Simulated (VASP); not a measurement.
Input:

```
CELL_PARAMETERS angstrom
      0.00000     3.21629     3.21629
      3.21629     0.00000     3.21629
      3.21629     3.21629     0.00000
ATOMIC_POSITIONS crystal
  Na 0.00000 0.00000 0.00000
  I  0.50000 0.50000 0.50000
```

Method: optB86b-vdW, VASP's PBE PAW potentials (set 64) (plane waves; VASP 6.6.1). Run with 520 eV cut-off, Gaussian smearing of 0.050 eV, potentials Na_pv I.

Unless said otherwise, spin-orbit coupling is left out, though it shifts the bands of the heavy elements here.

Problem. Give the energies of bands 5 to 10 at the high-symmetry points, in eV from the valence-band maximum.

Solution. 
```tsv
band	Γ	X	U	L	W
5	0.00	-1.97	-1.70	-2.25	-1.46
6	0.00	-0.77	-1.39	-0.29	-1.46
7	0.00	-0.77	-0.62	-0.29	-0.97
8	3.70	4.53	5.24	5.09	5.90
9	7.91	5.52	6.71	7.46	7.51
10	7.91	10.03	8.78	7.46	7.51
```

The gap is direct, 3.70 eV, from the valence maximum at Γ to the conduction minimum at Γ.

Measured: gap 5.90 eV (computed value off by -2.20 eV), as given by Abedi et al., (2022), arXiv:2211.14644.

The compound is NaI in the rock salt structure. It was relaxed first.
